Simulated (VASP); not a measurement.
Set up this calculation in VASP 6.6.1, as the native input.

* Task: relaxation of cell and atoms
* Functional: PBE
* Potentials or basis: VASP PAW PBE potentials, release 64 (Ta_pv, Si)
* Cutoff: 600 eV
* k mesh: 18 × 18 × 18
* Occupations: gaussian, width 0.1 eV
* Spin: no spin polarisation
* Dipole correction: no
* Further INCAR settings: ALGO = Fast; EDIFF = 1e-07; IBRION = 2; EDIFFG = -0.01; NSW = 100; ISIF = 3

The structure of TaSi lies in POSCAR:

```
TaSi
1.0
    3.1545746912      0.0000000000      0.0000000000
    0.0000000000      3.1545746912      0.0000000000
    0.0000000000      0.0000000000      3.1545746912
Ta Si
1 1
Direct
    0.5000000000      0.5000000000      0.5000000000
    0.0000000000      0.0000000000      0.0000000000
```

The cell was built by a generator and needn't be a form met in nature.

The cell isn't the ideal one: random cell by space group and Wyckoff sites (Pm-3m, No. 221).

One way to write it, as run:

INCAR

```
SYSTEM = TaSi
PREC = Accurate ; ENCUT = 600
EDIFF = 1E-7 ; ISMEAR = 0
SIGMA = 0.1 ; LREAL = .FALSE.
LASPH = .TRUE. ; NELM = 100
ALGO = Fast ; ISIF = 3
LWAVE = .FALSE. ; LCHARG = .FALSE.
GGA = PE ; IBRION = 2
NSW = 100 ; EDIFFG = -0.01
```

KPOINTS

```
Automatic mesh
0
G
  18 18 18
  0 0 0
```

Potentials or basis: VASP PAW PBE potentials, release 64 (Ta_pv, Si).

Launch:

```sh
$ cat potpaw_PBE.64/Ta_pv/POTCAR potpaw_PBE.64/Si/POTCAR > POTCAR
$ mpirun -np 1 vasp_std > vasp.out
```

Results of the run:

```json
{
  "Pressure after relaxing": "-0.1 GPa",
  "Band gap on the k mesh": "none (metal or under the smearing width)"
}
```

Caveat: the relaxation stopped at its first step, so nothing moved.

Wall time 51 s on 1 thread of Intel(R) Xeon(R) Platinum 8488C (Sapphire Rapids) (shared host), peak memory 0.24 GiB.
